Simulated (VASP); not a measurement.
```xyz
2
Lattice="0.0000 2.1246 2.1246 2.1246 0.0000 2.1246 2.1246 2.1246 0.0000" Properties=species:S:1:pos:R:3 pbc="T T T"
Ti     0.0000     0.0000     0.0000
N      2.1246     2.1246     2.1246
```

The numbers are results of PW91 GGA, VASP's PBE PAW potentials (set 64) (plane waves; VASP), not measurements. Numerical set-up: 520 eV cut-off, Gaussian smearing of 0.050 eV, potentials Ti_sv N.

**Question.** Give the energies of bands 6 to 11 at the high-symmetry points, in eV from the Fermi level.

**Answer.** 
| band | Γ | X | U | L | W |
|---|---|---|---|---|---|
| 6 | -2.04 | -5.79 | -5.77 | -8.01 | -5.43 |
| 7 | -2.04 | -3.21 | -5.68 | -5.45 | -5.43 |
| 8 | -2.04 | -3.21 | -4.44 | -5.45 | -5.33 |
| 9 | -0.62 | -3.03 | -0.47 | 1.64 | 0.90 |
| 10 | -0.62 | 1.60 | 1.93 | 1.64 | 0.90 |
| 11 | -0.62 | 2.33 | 2.26 | 2.31 | 2.33 |

It has no gap at this level: it comes out as a metal or semimetal.

The compound is TiN in the rock salt structure. It was relaxed first. The electron count is odd and the run is not spin-polarised, which forces a metal.
